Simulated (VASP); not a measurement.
ZnO:

```
CELL_PARAMETERS angstrom
3.24931 0.00000 0.00000
-1.62465 2.81398 0.00000
0.00000 0.00000 5.20571
ATOMIC_POSITIONS crystal
Zn 0.33333 0.66667 0.50000
Zn 0.66667 0.33333 0.00000
O 0.66667 0.33333 0.37901
O 0.33333 0.66667 0.87901
```

| Property | Result |
| --- | --- |
| Program | VASP 6.6.1 |
| Task | relaxation of cell and atoms |
| Functional | PBE |
| Potentials or basis | VASP PAW PBE potentials, release 64 (Zn, O_h) |
| Cutoff | 900 eV |
| k mesh | 12 × 12 × 6 |
| Occupations | gaussian, width 0.02 eV |
| Spin | no spin polarisation |

At the start: pressure 5.5 GPa; volume 11.90 Å³/atom.

**Question.** How do energy, volume and symmetry change on relaxing?

**Answer.** Over 15 steps the energy falls by 8.0 meV/atom and the volume is 12.35 Å³/atom (+3.8 %); space group P6_3mc (No. 186, to 0.05 Å).

Step by step:
| step | energy change (eV) | largest force (eV/Å) | pressure (GPa) | volume (Å³) |
| --- | --- | --- | --- | --- |
| 1 | 0.0000 | 0.0736 | 5.55 | 47.60 |
| 2 | -0.0221 | 0.0278 | -2.84 | 50.49 |
| 3 | -0.0319 | 0.0010 | -0.09 | 49.43 |
| 4 | -0.0319 | 0.0022 | 0.04 | 49.40 |
| 5 | -0.0320 | 0.0080 | 0.07 | 49.39 |
| 6 | -0.0320 | 0.0112 | 0.12 | 49.38 |
| 7 | -0.0320 | 0.0104 | -0.06 | 49.44 |
| 8 | -0.0320 | 0.0104 | -0.05 | 49.43 |
| 9 | -0.0320 | 0.0035 | -0.04 | 49.43 |
| 10 | -0.0320 | 0.0008 | -0.03 | 49.43 |
| 11 | -0.0320 | 0.0011 | 0.04 | 49.41 |
| 12 | -0.0320 | 0.0007 | 0.02 | 49.41 |
| 13 | -0.0320 | 0.0021 | 0.01 | 49.42 |
| 14 | -0.0320 | 0.0021 | 0.01 | 49.42 |
| 15 | -0.0320 | 0.0017 | 0.01 | 49.42 |

Final structure:
```
Zn O
1.0
     3.28272    0.00000    0.00000
    -1.64136    2.84292    0.00000
     0.00000    0.00000    5.29504
Zn O
2 2
Direct
  0.33333 0.66667 0.49987
  0.66667 0.33333 0.99987
  0.66667 0.33333 0.37914
  0.33333 0.66667 0.87914
```

Caveat: the cutoff is under 1.25 times the usual one of these potentials, so pressure, stress and relaxed cells hold a basis-set (Pulay) error.
